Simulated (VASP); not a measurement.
Energy against volume of AuAl2 (fluorite). These are r2SCAN meta-GGA, VASP's PBE PAW potentials (set 64) (plane waves; VASP) values and carry that method's errors. Run with 520 eV cut-off, 9×9×9 Γ-centred mesh, first-order Methfessel-Paxton smearing of 0.10 eV, potentials Al Au.

| V (Å³/atom) | E (eV/atom) |
|---|---|
| 17.460 | -21.83867 |
| 18.000 | -21.84600 |
| 18.540 | -21.84110 |
| 19.080 | -21.82590 |

### Question
Fit these four points and predict the energy of the run at 16.920 Å³/atom.

### Answer
A cubic in V^(−2/3), the third-order Birch-Murnaghan form, passes through the four points with V0 = 18.04 Å³/atom and B0 = 119 GPa, and gives -21.8168 eV/atom there. The run gave -21.8168 eV/atom, -0.0 meV/atom from the fit; all five points give B0 = 119 GPa.

The compound is AuAl2 in the fluorite structure. It was relaxed first.
